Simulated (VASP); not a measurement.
Given:

```
CELL_PARAMETERS angstrom
      3.79982     0.00000     0.00000
      0.00000     3.79982     0.00000
      0.00000     0.00000     3.79982
ATOMIC_POSITIONS crystal
  Eu 0.00000 0.00000 0.00000
```

Level of theory: PBEsol GGA, VASP's PBE PAW potentials (set 64) (plane waves; VASP). Settings: 400 eV cut-off, 9×9×9 Γ-centred mesh, first-order Methfessel-Paxton smearing of 0.10 eV, potentials Eu_2.

The 4f electrons are frozen in the core of the lanthanide potential, so 4f levels, which can set the real gap, and their magnetism are missing. Energy and stress use the plane-wave basis of the starting cell.

**Question.** The ions, cell shape and volume are relaxed. Predict the relaxed structure.

**Answer.** 
```
CELL_PARAMETERS angstrom
      3.31191     0.00000     0.00000
      0.00000     3.31191     0.00000
      0.00000     0.00000     3.31191
ATOMIC_POSITIONS crystal
  Eu 0.00000 0.00000 0.00000
```
Space group Pm-3m (221), at a tolerance of 0.03 Å.

**Question.** How do energy and volume change from the first to the last step?

**Answer.** The energy (σ→0) changes by -200.5 meV/atom and the volume by -33.8 %, in 6 ionic steps.

The structure was generated: Eu was put into the simple-cubic type (Pm-3m), which need not be its known phase. This run relaxes it. Symmetry was kept, so distortions that lower it aren't found.
